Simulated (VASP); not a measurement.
Data:

```
CELL_PARAMETERS angstrom
      4.07178     0.00000     0.00000
      0.00000     4.05393     0.00000
      0.00000     0.00000     5.15519
ATOMIC_POSITIONS crystal
  Pb 0.50000 0.00000 0.76500
  Pb 0.00000 0.50000 0.23500
  O  0.50000 0.50000 0.00000
  O  0.00698 0.00000 0.00000
```

Calculation: PBE GGA, VASP's PBE PAW potentials (set 64) (plane waves; VASP 6.6.1). Run with 520 eV cut-off, 5×5×4 Γ-centred mesh, Gaussian smearing of 0.050 eV, potentials Pb_d O_s.

Problem. Estimate the energy per atom (σ→0), largest force.

Solution. 
```
Item                            Value
---------------------  --------------
energy per atom (σ→0)  -5371 meV/atom
largest force              0.423 eV/Å
```

Only differences to runs with the same potentials and settings are physical.

The compound is PbO in the litharge structure. The cell was not relaxed at this level. The run is one of a series of settings (POTCAR Pb_d O_s (PBE.64 set) against the base run), some of them coarse on purpose.
